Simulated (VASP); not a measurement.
Here is the system:

```yaml
crystal:
  lattice:
    - [3.48418, 0.00000, 0.00000]
    - [0.00000, 3.48418, 0.00000]
    - [0.00000, 0.00000, 3.48418]
  atoms:
    - { symbol: Fe, position: [0.00000, 0.00000, 0.00000], spin: 2.8 }
    - { symbol: Ni, position: [0.00000, 0.50000, 0.50000], spin: 0.6 }
    - { symbol: Ni, position: [0.50000, 0.00000, 0.50000], spin: 0.6 }
    - { symbol: Ni, position: [0.50000, 0.50000, 0.00000], spin: 0.6 }
```

Computed with PBEsol GGA, VASP's PBE PAW potentials (set 64) (plane waves; VASP 6.6.1). Run with 480 eV cut-off, 8×8×8 Γ-centred mesh, first-order Methfessel-Paxton smearing of 0.10 eV, potentials Fe Ni.

Each row applies one change to this cell, which was relaxed at other settings and keeps the small stress of the first row; at a fixed cut-off the stress holds a Pulay part, so it need not integrate to ΔE exactly. Stress is in GPa, positive when the cell is compressed.

```tsv
change	ΔE (meV/atom)	σxx	σyy	σzz	largest shear component, with its sign (GPa)	largest force (eV/Å)	moment (μB)
none	0.0	0.59	0.59	0.59	0.00	0.000	4.63
atom 4 (Ni) moved by 0.100 Å along y	11.4	0.99	1.35	1.26	0.00	0.920	4.63
isotropic strain of -1.5 %	17.5	11.81	11.81	11.81	0.00	0.000	4.51
uniaxial strain of +2.0 % along x	?	?	?	?	?	?	?
isotropic strain of +2.0 %	21.9	-10.78	-10.78	-10.78	0.00	0.000	4.82
biaxial strain of -4.0 % in the xz plane	?	?	?	?	?	?	?
biaxial strain of -0.5 % in the xz plane	1.2	3.09	2.36	3.09	0.00	0.000	4.60
```

Task: What belongs in the gaps?

Result: 
- biaxial strain of -4.0 % in the xz plane, ΔE (meV/atom): 62.7
- biaxial strain of -4.0 % in the xz plane, σxx: 25.77
- biaxial strain of -4.0 % in the xz plane, σyy: 17.52
- biaxial strain of -4.0 % in the xz plane, σzz: 25.77
- biaxial strain of -4.0 % in the xz plane, largest shear component, with its sign (GPa): 0.00
- biaxial strain of -4.0 % in the xz plane, largest force (eV/Å): 0.000
- biaxial strain of -4.0 % in the xz plane, moment (μB): 4.47
- uniaxial strain of +2.0 % along x, ΔE (meV/atom): 3.2
- uniaxial strain of +2.0 % along x, σxx: -5.34
- uniaxial strain of +2.0 % along x, σyy: -2.63
- uniaxial strain of +2.0 % along x, σzz: -2.63
- uniaxial strain of +2.0 % along x, largest shear component, with its sign (GPa): 0.00
- uniaxial strain of +2.0 % along x, largest force (eV/Å): 0.000
- uniaxial strain of +2.0 % along x, moment (μB): 4.70

Failed runs are left out, and for metals the shear rows, which the mesh's noise covers.

The compound is Ni3Fe in the L1_2 structure. The spin order is the one that the start imposed; others were not tried in this run.
